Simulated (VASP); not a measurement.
A run of VASP 6.6.1:

INCAR

```
PREC = Accurate
ENCUT = 520
EDIFF = 1E-7
ISMEAR = -1
SIGMA = 0.05
LREAL = False
LASPH = True
NELM = 100
ALGO = Normal
ISIF = 2
LWAVE = False
LCHARG = False
GGA = PS
ICORELEVEL = 1
```

KPOINTS

```
regular mesh
0
Gamma
  11 11 11
```

File POSCAR:

```
As
1.0
    1.8807968987      1.0858785957      3.5140619945
   -1.8807968987      1.0858785957      3.5140619945
    0.0000000000     -2.1717571915      3.5140619945
As
2
Direct
    0.7740000000      0.7740000000      0.7740000000
    0.2260000000      0.2260000000      0.2260000000
```

Potentials or basis: VASP PAW PBE potentials, release 64 (As).

Launch:

```sh
$ cat potpaw_PBE.64/As/POTCAR > POTCAR
$ mpirun -np 1 vasp_std > vasp.out
```

Hardware: 1 thread of Intel(R) Xeon(R) 6975P-C (Granite Rapids) (shared host).

Question: How long does it take, and how much memory?

Answer: It took 19 s on 1 thread of Intel(R) Xeon(R) 6975P-C (Granite Rapids) (shared host), peak memory 0.2 GiB. Counts: scf iterations 11, k points 146.
